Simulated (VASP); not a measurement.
# Which face does Ni expose?

How do surface energy, work function and relaxation of Ni depend on the face?

Main program and level: VASP 6.6.1; PBE, spin-polarised from a ferromagnetic start (one magnetic atom a cell); plane waves and PAW (Ni), in the first sound run; inputs show where later runs differ.

### Step 1. Starting point

Symmetry: Fm-3m, No. 225, cubic system. The conventional cell has a = 3.520 Å, b = 3.520 Å, c = 3.520 Å, α = 90.00°, β = 90.00°, γ = 90.00°. Nearest to Ni lie 12 Ni at 2.49 Å.

As a file:

```xyz
1
Lattice="0.0000 1.7600 1.7600 1.7600 0.0000 1.7600 1.7600 1.7600 0.0000" Properties=species:S:1:pos:R:3 pbc="T T T"
Ni    0.0000    0.0000    0.0000
```

### Step 2. The bulk reference, job relaxation, k-mesh 19×19×19

The bulk crystal is relaxed first, so that the slabs are cut at this functional's lattice.

Contents of INCAR:

```
SYSTEM = Ni
PREC = Accurate
ENCUT = 420
EDIFF = 1E-06
NELM = 120
ISMEAR = 1
SIGMA = 0.15
LREAL = .FALSE.
ALGO = Normal
GGA = PE
NBANDS = 12
ISPIN = 2
MAGMOM = 1
LASPH = .TRUE.
LMAXMIX = 4
LORBIT = 11
LWAVE = .FALSE.
LCHARG = .FALSE.
KPAR = 4
IBRION = 2
NSW = 30
ISIF = 3
EDIFFG = -0.01
POTIM = 0.4
```

Contents of POSCAR:

```
Ni
1.0
    0.0000000000      1.7600000000      1.7600000000
    1.7600000000      0.0000000000      1.7600000000
    1.7600000000      1.7600000000      0.0000000000
Ni
1
Direct
    0.0000000000      0.0000000000      0.0000000000
```

Contents of KPOINTS:

```
Automatic mesh
0
Gamma
19 19 19
0 0 0
```

The projector-augmented-wave data sets are Ni (PBE family, release 64).

Command:

```
$ mpirun -np 4 vasp_std
```

The log of the run:

```text
[banner, memory and clock lines left out]
running    4 mpi-ranks, on    1 nodes
 distrk:  each k-point on    1 cores,    4 groups
 distr:  one band on    1 cores,    1 groups

 POSCAR found type information on POSCAR Ni
 POSCAR found :  1 types and       1 ions
 LDA part: xc-table for (Slater+PW92), standard interpolation
 POSCAR, INCAR and KPOINTS ok, starting setup
 FFT: planning ... GRIDC
 FFT: planning ... GRID_SOFT
 FFT: planning ... GRID
 WAVECAR not read
 entering main loop
       N       E                     dE             d eps       ncg     rms          rms(c)
DAV:   1     0.265656405818E+02    0.26566E+02   -0.39284E+03 11140   0.909E+02
DAV:   2    -0.558728394480E+01   -0.32153E+02   -0.30209E+02 11372   0.155E+02
DAV:   3    -0.648915162313E+01   -0.90187E+00   -0.89670E+00 12104   0.291E+01
DAV:   4    -0.649602507346E+01   -0.68735E-02   -0.68723E-02 12216   0.223E+00
DAV:   5    -0.649616330342E+01   -0.13823E-03   -0.13823E-03 12416   0.302E-01    0.991E+00
DAV:   6    -0.582412634141E+01    0.67204E+00   -0.14582E+01 13436   0.505E+01    0.609E+00
DAV:   7    -0.548689357347E+01    0.33723E+00   -0.25503E+00 13284   0.195E+01    0.191E+00
DAV:   8    -0.547248246861E+01    0.14411E-01   -0.15897E-02 14272   0.110E+00    0.993E-01
DAV:   9    -0.546968542232E+01    0.27970E-02   -0.23079E-03 15540   0.374E-01    0.270E-01
DAV:  10    -0.546912061955E+01    0.56480E-03   -0.67815E-04 14936   0.188E-01    0.433E-02
DAV:  11    -0.546911616595E+01    0.44536E-05   -0.68359E-05 13424   0.854E-02    0.222E-02
DAV:  12    -0.546911699088E+01   -0.82492E-06   -0.21177E-06  9672   0.123E-02
   1 F= -.54691170E+01 E0= -.54689379E+01  d E =-.546912E+01  mag=     0.6425
 curvature:   0.00 expect dE= 0.000E+00 dE for cont linesearch  0.000E+00
 trial: gam= 0.00000 g(F)=  0.225E-62 g(S)=  0.359E-03 ort = 0.000E+00 (trialstep = 0.100E+01)
 search vector abs. value=  0.359E-03
 bond charge predicted
       N       E                     dE             d eps       ncg     rms          rms(c)
DAV:   1    -0.547688278668E+01   -0.77666E-02   -0.10224E-01 13316   0.447E+00    0.756E-01
DAV:   2    -0.547184052629E+01    0.50423E-02   -0.10835E-01 13428   0.403E+00    0.442E-01
DAV:   3    -0.546929763441E+01    0.25429E-02   -0.17157E-02 13292   0.167E+00    0.118E-01
DAV:   4    -0.546916457250E+01    0.13306E-03   -0.10134E-04 12056   0.764E-02    0.675E-02
DAV:   5    -0.546914087795E+01    0.23695E-04   -0.42026E-05 14016   0.434E-02    0.152E-02
DAV:   6    -0.546914107563E+01   -0.19768E-06   -0.13857E-06  7648   0.896E-03
   2 F= -.54691411E+01 E0= -.54689460E+01  d E =-.240848E-04  mag=     0.6390
 trial-energy change:   -0.000024  1 .order   -0.000030   -0.000359    0.000299
 step:   0.5320(harm=  0.5459)  dis= 0.00000  next Energy=    -5.469212 (dE=-0.946E-04)
 bond charge predicted
       N       E                     dE             d eps       ncg     rms          rms(c)
DAV:   1    -0.547090242491E+01   -0.17615E-02   -0.22292E-02 13288   0.210E+00    0.353E-01
DAV:   2    -0.546979303637E+01    0.11094E-02   -0.24054E-02 13448   0.187E+00    0.205E-01
DAV:   3    -0.546923135363E+01    0.56168E-03   -0.37903E-03 13276   0.788E-01    0.564E-02
DAV:   4    -0.546920171734E+01    0.29636E-04   -0.24330E-05 12096   0.374E-02    0.318E-02
DAV:   5    -0.546919741299E+01    0.43043E-05   -0.95069E-06 13220   0.209E-02    0.727E-03
DAV:   6    -0.546919831997E+01   -0.90698E-06   -0.24711E-07  5632   0.456E-03
   3 F= -.54691983E+01 E0= -.54690125E+01  d E =-.813291E-04  mag=     0.6410
 curvature:  -0.27 expect dE=-0.179E-06 dE for cont linesearch -0.179E-06
 trial: gam=-0.04095 g(F)=  0.267E-62 g(S)=  0.657E-06 ort = 0.154E-04 (trialstep = 0.906E+00)
 search vector abs. value=  0.130E-08
 reached required accuracy - stopping structural energy minimisation
```

It took 76 s on 4 MPI ranks of AMD EPYC 7571, shared host; peak memory 0.45 GiB; 4.3 min of CPU time.

Lines that name or quote the potential files are left out of all logs, and their timing lines are given in words.

OUTCAR, selected parts (step 2):

```text
ion  position               nearest neighbor table
   1  0.000  0.000  0.000-

  LATTYP: Found a face centered cubic cell.
 ALAT       =     3.5200000000

 Subroutine GETGRP returns: Found 48 space group operations
 (whereof 48 operations were pure point group operations)

The static configuration has the point symmetry O_h .

 Found    220 irreducible k-points:

   k-points           NKPTS =    220   k-points in BZ     NKDIM =    220   number of bands    NBANDS=     12

   dimension x,y,z NGX =    18 NGY =   18 NGZ =   18
   dimension x,y,z NGXF=    36 NGYF=   36 NGZF=   36

   ENCUT  =  420.0 eV  30.87 Ry    5.56 a.u.   4.16  4.16  4.16*2*pi/ulx,y,z

   NELECT =      10.0000    total number of electrons

 k-points in reciprocal lattice and weights: Automatic mesh
   0.00000000  0.00000000  0.00000000       0.000
   0.05263158  0.00000000  0.00000000       0.001
   0.10526316  0.00000000  0.00000000       0.001
   0.15789474  0.00000000  0.00000000       0.001
   0.21052632  0.00000000  0.00000000       0.001
   0.26315789  0.00000000  0.00000000       0.001
   0.31578947  0.00000000  0.00000000       0.001
   0.36842105  0.00000000  0.00000000       0.001
   0.42105263  0.00000000  0.00000000       0.001
[...]
-0.31578947  0.47368421  0.21052632       0.003
  -0.26315789  0.47368421  0.21052632       0.003

 average (electrostatic) potential at core
       1 -81.9922

 E-fermi :   9.4078

 spin component 1
 k-point     1 :       0.0000    0.0000    0.0000
  band No.  band energies     occupation
    ...
      2       6.9463      1.00000
      3       6.9463      1.00000
      4       6.9463      1.00000
      5       8.1311      1.00000
      6       8.1311      1.00000
      7      33.1341      0.00000
      8      37.0009      0.00000
      9      37.0009      0.00000
     10      37.0009      0.00000
     11      39.9431      0.00000
    ...

 k-point     2 :       0.0526    0.0000    0.0000
  band No.  band energies     occupation
    ...
      2       6.9180      1.00000
      3       6.9705      1.00000
      4       6.9705      1.00000
      5       8.1204      1.00000
      6       8.1204      1.00000
      7      32.7999      0.00000
      8      35.5403      0.00000
      9      36.7304      0.00000
     10      36.7304      0.00000
     11      40.3376      0.00000
    ...

 k-point     3 :       0.1053    0.0000    0.0000
  band No.  band energies     occupation
    ...
      2       6.8409      1.00000
      3       7.0357      1.00000
      4       7.0357      1.00000
      5       8.0964      1.00000
      6       8.0964      1.00000
      7      31.1434      0.00000
      8      34.3452      0.00000
      9      36.1816      0.00000
     10      36.1816      0.00000
     11      41.1357      0.00000
    ...

 k-point     4 :       0.1579    0.0000    0.0000
  band No.  band energies     occupation
    ...
      2       6.7377      1.00000
      3       7.1163      1.00000
      4       7.1163      1.00000
      5       8.0833      1.00000
      6       8.0833      1.00000
      7      28.5410      0.00000
      8      33.9401      0.00000
      9      35.6215      0.00000
     10      35.6215      0.00000
     11      41.0831      0.00000
    ...

 k-point     5 :       0.2105    0.0000    0.0000
  band No.  band energies     occupation
    ...
      2       6.6477      1.00000
      3       7.1713      1.00000
      4       7.1714      1.00000
      5       8.1190      1.00000
      6       8.1190      1.00000
      7      25.8208      0.00000
      8      33.5690      0.00000
      9      35.1372      0.00000
     10      35.1372      0.00000
     11      41.2093      0.00000
    ...

 k-point     6 :       0.2632    0.0000    0.0000
  band No.  band energies     occupation
    ...
      2       6.6387      1.00000
      3       7.1702      1.00000
      4       7.1702      1.00000
      5       8.2276      1.00000
      6       8.2276      1.00000
      7      23.1796      0.00000
      8      33.1045      0.00000
      9      34.7499      0.00000
     10      34.7499      0.00000
     11      40.1458      0.00000
    ...

  Total       -0.0023825     -0.0023825     -0.0023825     -0.0000000      0.0000000      0.0000000
  in kB       -0.3512851     -0.3512851     -0.3512851     -0.0000000      0.0000000      0.0000000
  external PRESSURE =      -0.3512851 kB  Pullay stress =       0.0000000 kB

  energy-cutoff  :      420.00
  volume of cell :       10.87
      direct lattice vectors                 reciprocal lattice vectors
    -0.000000000  1.757987371  1.757987371    -0.284416150  0.284416150  0.284416150
     1.757987371  0.000000000  1.757987371     0.284416150 -0.284416150  0.284416150
     1.757987371  1.757987371  0.000000000     0.284416150  0.284416150 -0.284416150

 POSITION                                       TOTAL-FORCE (eV/Angst)
 -----------------------------------------------------------------------------------
     -0.00000      0.00000      0.00000        -0.000000     -0.000000      0.000000
 -----------------------------------------------------------------------------------
    total drift:                                0.000000     -0.000000      0.000000

  FREE ENERGIE OF THE ION-ELECTRON SYSTEM (eV)
  ---------------------------------------------------
  free  energy   TOTEN  =        -5.4691983200 eV

  energy  without entropy=       -5.4686408847  energy(sigma->0) =       -5.46901251

 reached required accuracy - stopping structural energy minimisation

 total charge
# of ion       s       p       d       tot
------------------------------------------
    1        0.499   0.499   8.313   9.311

 magnetization (x)
# of ion       s       p       d       tot
------------------------------------------
    1       -0.006  -0.025   0.684   0.653

[... 6 further parts left out ...]
```

The cell holds one magnetic atom, so no antiferromagnetic order fits into it. The run keeps the 48 symmetry operations of its start, so it cannot find a distortion of lower symmetry.

The steps of the relaxation:

```
step  energy less that of the first step (eV)  largest force (eV/Å)  pressure (GPa)  volume (Å³)
   1                                   0.0000                0.0000           -0.82        10.90
   2                                   0.0000                0.0000            0.69        10.83
   3                                  -0.0001                0.0000           -0.04        10.87
```

| conventional cell, symmetrised | before | after | change |
| --- | --- | --- | --- |
| a (Å) | 3.520 | 3.516 | -0.1 % |
| b (Å) | 3.520 | 3.516 | -0.1 % |
| c (Å) | 3.520 | 3.516 | -0.1 % |
| volume (Å³/atom) | 10.90 | 10.87 | -0.3 % |

The relaxed structure:

```
Ni
1.0
     0.00000    1.75799    1.75799
     1.75799    0.00000    1.75799
     1.75799    1.75799    0.00000
Ni
1
Cartesian
  0.0000 0.0000 0.0000
```

This step gave:

| Property | Result |
| --- | --- |
| electronic cycles | 24 |
| electrons | 10 |
| free energy (TOTEN) | -5.469 eV |
| energy at zero smearing | -5.469 eV |
| Fermi energy | 9.408 eV |
| moment of the cell, from the last line of the log | 0.641 μB |
| metallic | yes |

Spin moment in the PAW sphere by atom:

```csv
atom,spin moment in the PAW sphere (μB)
Ni1,0.653
```

The run ended after 3 ionic steps, 0.000 eV below its first step, once forces and stress met EDIFFG = -0.01.

Energy at zero smearing: -5.46901 eV.

### Step 3. The bulk reference, job self-consistent run, k-mesh 23×23×23

Contents of INCAR:

```
SYSTEM = Ni
PREC = Normal
ENCUT = 320
EDIFF = 1E-06
NELM = 120
ISMEAR = 1
SIGMA = 0.15
LREAL = .FALSE.
ALGO = Fast
GGA = PE
NBANDS = 12
ISPIN = 2
MAGMOM = 1
LASPH = .TRUE.
LMAXMIX = 4
LORBIT = 11
LWAVE = .FALSE.
LCHARG = .FALSE.
KPAR = 4
```

Contents of POSCAR:

```
Ni
1.0
    0.0000000000      1.7579873708      1.7579873708
    1.7579873708      0.0000000000      1.7579873708
    1.7579873708      1.7579873708      0.0000000000
Ni
1
Direct
    0.0000000000      0.0000000000      0.0000000000
```

Contents of KPOINTS:

```
Automatic mesh
0
Gamma
23 23 23
0 0 0
```

Command:

```
$ mpirun -np 4 vasp_std
```

The log of the run:

```text
[... set-up lines as in an earlier step ...]
 entering main loop
       N       E                     dE             d eps       ncg     rms          rms(c)
DAV:   1     0.214344326158E+02    0.21434E+02   -0.33313E+03 18948   0.734E+02
DAV:   2    -0.587329894942E+01   -0.27308E+02   -0.25526E+02 18904   0.134E+02
DAV:   3    -0.648925524307E+01   -0.61596E+00   -0.61334E+00 20044   0.228E+01
DAV:   4    -0.649330599114E+01   -0.40507E-02   -0.40502E-02 20140   0.163E+00
DAV:   5    -0.649337655865E+01   -0.70568E-04   -0.70568E-04 20400   0.203E-01    0.990E+00
RMM:   6    -0.580654289310E+01    0.68683E+00   -0.25971E+00 21771   0.206E+01    0.648E+00
RMM:   7    -0.550243284660E+01    0.30411E+00   -0.37252E-01 21523   0.776E+00    0.212E+00
RMM:   8    -0.548307316029E+01    0.19360E-01   -0.63153E-03 25710   0.623E-01    0.980E-01
RMM:   9    -0.548112961869E+01    0.19435E-02   -0.78885E-04 24833   0.256E-01    0.227E-01
RMM:  10    -0.548061298571E+01    0.51663E-03   -0.25436E-04 23017   0.202E-01    0.502E-02
RMM:  11    -0.548060670450E+01    0.62812E-05   -0.55693E-05 25884   0.526E-02    0.294E-02
RMM:  12    -0.548060902560E+01   -0.23211E-05   -0.85099E-06 23776   0.211E-02    0.872E-03
RMM:  13    -0.548060849792E+01    0.52768E-06   -0.93221E-07 16087   0.804E-03
   1 F= -.54806085E+01 E0= -.54803998E+01  d E =-.626067E-03  mag=     0.6143
```

Elapsed: 28 s, on 4 MPI ranks; peak memory 0.42 GiB.

Parts of OUTCAR (step 3):

```text
  LATTYP: Found a face centered cubic cell.
 ALAT       =     3.5159747416

The static configuration has the point symmetry O_h .

 Found    364 irreducible k-points:

   k-points           NKPTS =    364   k-points in BZ     NKDIM =    364   number of bands    NBANDS=     12

   dimension x,y,z NGX =    12 NGY =   12 NGZ =   12
   dimension x,y,z NGXF=    24 NGYF=   24 NGZF=   24

   ENCUT  =  320.0 eV  23.52 Ry    4.85 a.u.   3.63  3.63  3.63*2*pi/ulx,y,z

   NELECT =      10.0000    total number of electrons

 E-fermi :   9.4086

 spin component 1
 k-point     1 :       0.0000    0.0000    0.0000
  band No.  band energies     occupation
    ...
      2       6.9702      1.00000
      3       6.9702      1.00000
      4       6.9702      1.00000
      5       8.1558      1.00000
      6       8.1558      1.00000
      7      33.1402      0.00000
      8      37.0092      0.00000
      9      37.0093      0.00000
     10      37.0093      0.00000
     11      39.9866      0.00000
    ...

 k-point     2 :       0.0435    0.0000    0.0000
  band No.  band energies     occupation
    ...
      2       6.9508      1.00000
      3       6.9870      1.00000
      4       6.9870      1.00000
      5       8.1485      1.00000
      6       8.1485      1.00000
      7      32.9305      0.00000
      8      35.8806      0.00000
      9      36.8191      0.00000
     10      36.8192      0.00000
     11      40.2642      0.00000
    ...

 k-point     3 :       0.0870    0.0000    0.0000
  band No.  band energies     occupation
    ...
      2       6.8962      1.00000
      3       7.0338      1.00000
      4       7.0338      1.00000
      5       8.1301      1.00000
      6       8.1301      1.00000
      7      31.9071      0.00000
      8      34.6166      0.00000
      9      36.3943      0.00000
     10      36.3944      0.00000
     11      40.9101      0.00000
    ...

 k-point     4 :       0.1304    0.0000    0.0000
  band No.  band energies     occupation
    ...
      2       6.8166      1.00000
      3       7.0991      1.00000
      4       7.0991      1.00000
      5       8.1118      1.00000
      6       8.1118      1.00000
      7      29.9497      0.00000
      8      34.1242      0.00000
      9      35.9195      0.00000
     10      35.9196      0.00000
     11      41.1097      0.00000
    ...

  Total        0.0104825      0.0104825      0.0104825      0.0000000      0.0000000      0.0000000
  in kB        1.5455990      1.5455990      1.5455990      0.0000000      0.0000000      0.0000000
  external PRESSURE =       1.5455990 kB  Pullay stress =       0.0000000 kB

  energy-cutoff  :      320.00
  volume of cell :       10.87
      direct lattice vectors                 reciprocal lattice vectors
     0.000000000  1.757987371  1.757987371    -0.284416150  0.284416150  0.284416150
     1.757987371  0.000000000  1.757987371     0.284416150 -0.284416150  0.284416150
     1.757987371  1.757987371  0.000000000     0.284416150  0.284416150 -0.284416150

 POSITION                                       TOTAL-FORCE (eV/Angst)
 -----------------------------------------------------------------------------------
      0.00000      0.00000      0.00000         0.000000      0.000000      0.000000
 -----------------------------------------------------------------------------------
    total drift:                               -0.000000     -0.000000     -0.000000

  FREE ENERGIE OF THE ION-ELECTRON SYSTEM (eV)
  ---------------------------------------------------
  free  energy   TOTEN  =        -5.4806084979 eV

  energy  without entropy=       -5.4799824308  energy(sigma->0) =       -5.48039981

 total charge
# of ion       s       p       d       tot
------------------------------------------
    1        0.499   0.500   8.303   9.301

 magnetization (x)
# of ion       s       p       d       tot
------------------------------------------
    1       -0.007  -0.025   0.659   0.627

[... 2 parts as in an earlier step ...]

[... 10 further parts left out ...]
```

This step gave:

```
electronic cycles                                 : 13
free energy (TOTEN)                               : -5.481 eV
energy at zero smearing                           : -5.480 eV
Fermi energy                                      : 9.409 eV
moment of the cell, from the last line of the log : 0.6143 μB
```

Energy at zero smearing: -5.48040 eV.

The run ends at a pressure of 0.15 GPa.

[end of part 1 of 6]

[Lines on the potential files, build, host, timing and source positions are cut from VASP's logs without a mark.]

[Logs are printed without paths, hosts, clocks, repeated set-up lines and the standing remarks that a program may print on its own settings, such as how far it seeks lower states.]

[Hosts, paths, dates, database ids (printed as entryN), source tags and the programs' standing remarks are cut or masked in the printed files.]

[Runs that stopped without an error message from VASP are left out.]
